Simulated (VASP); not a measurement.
Input:

```yaml
crystal:
  lattice:
    - [4.56038, -2.37033, -0.00998]
    - [4.56038, 2.37033, -0.00998]
    - [-4.17195, 0.00000, 7.97018]
  atoms:
    - { symbol: Ba, position: [0.14142, 0.85858, 0.25000] }
    - { symbol: Ba, position: [0.85858, 0.14142, 0.75000] }
    - { symbol: S, position: [0.48404, 0.19707, 0.97863] }
    - { symbol: S, position: [0.51596, 0.80293, 0.02137] }
    - { symbol: S, position: [0.80293, 0.51596, 0.52137] }
    - { symbol: S, position: [0.19707, 0.48404, 0.47863] }
```

All values below come from PBEsol GGA, VASP's PBE PAW potentials (set 64) (plane waves; VASP). Run with 400 eV cut-off, Gaussian smearing of 0.050 eV, potentials Ba_sv S.

Unless said otherwise, spin-orbit coupling is left out, though it shifts the bands of the heavy elements here.

Task: Estimate the band gap (along the path) with the smallest direct gap where there is one.

Result: 
| Property | Value |
|---|---|
| band gap (along the path) | 1.46 eV |
| smallest direct gap (along the path) | 1.52 eV |

Total energies compare only between runs with the same potentials, cut-off and functional.

The structure comes from a computed database's BaS2 entry (C2/c); how it stands against other phases isn't given here. It was relaxed first.
